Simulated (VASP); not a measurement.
Crystal: Ga2SnSe.

```xyz
8
Lattice="6.4825 0.0000 0.0000 0.0000 6.4825 0.0000 0.0000 0.0000 5.1985" Properties=species:S:1:pos:R:3 pbc="T T T"
Ga    5.3167    3.2413    2.5992
Ga    1.1658    3.2413    2.5992
Ga    3.2413    5.3167    2.5992
Ga    3.2413    1.1658    2.5992
Sn    3.2413    3.2413    2.5992
Sn    3.2413    3.2413    0.0000
Se    0.0000    0.0000    0.0000
Se    0.0000    0.0000    2.5992
```

The cell was built by a generator and needn't be a form met in nature.

```yaml
Program: VASP 6.6.1
Task: relaxation of cell and atoms
Functional: PBE
Potentials_or_basis: VASP PAW PBE potentials, release 64 (Ga_d, Sn_d, Se)
Cutoff: 520 eV
k_mesh: 2 × 2 × 3
Occupations: gaussian, width 0.15 eV
Spin: no spin polarisation
```

At the start: pressure 25.6 GPa; volume 27.31 Å³/atom.

Question: How do energy, volume and symmetry change on relaxing?

Answer: Over 7 steps the energy falls by 1084.6 meV/atom and the volume is 40.22 Å³/atom (+47.3 %); space group P4/mmm (No. 123, to 0.05 Å).

Step by step:
```
step  energy change (eV)  largest force (eV/Å)  pressure (GPa)  volume (Å³)
   1              0.0000                9.5863           25.60       218.46
   2              4.2287               18.1318            5.05       384.70
   3             -6.8928                4.3215            6.33       270.45
   4             -8.5732                0.2522           -0.99       341.55
   5             -8.6725                0.1873            0.08       321.80
   6             -8.6730                0.0736           -0.18       323.51
   7             -8.6765                0.0359            0.17       321.78
```

Final structure:
```yaml
crystal:
  lattice:
    - [7.68612, 0.00000, 0.00000]
    - [0.00000, 7.68612, 0.00000]
    - [0.00000, 0.00000, 5.44691]
  atoms:
    - { symbol: Ga, position: [0.84092, 0.50000, 0.50000] }
    - { symbol: Ga, position: [0.15908, 0.50000, 0.50000] }
    - { symbol: Ga, position: [0.50000, 0.84092, 0.50000] }
    - { symbol: Ga, position: [0.50000, 0.15908, 0.50000] }
    - { symbol: Sn, position: [0.50000, 0.50000, 0.50000] }
    - { symbol: Sn, position: [0.50000, 0.50000, 0.00000] }
    - { symbol: Se, position: [0.00000, 0.00000, 0.00000] }
    - { symbol: Se, position: [0.00000, 0.00000, 0.50000] }
```

Caveat: the k mesh is coarse (spacing up to 0.48 Å⁻¹), so the values aren't converged; the volume moved by over 15 % at a fixed basis, so the end points are rough.
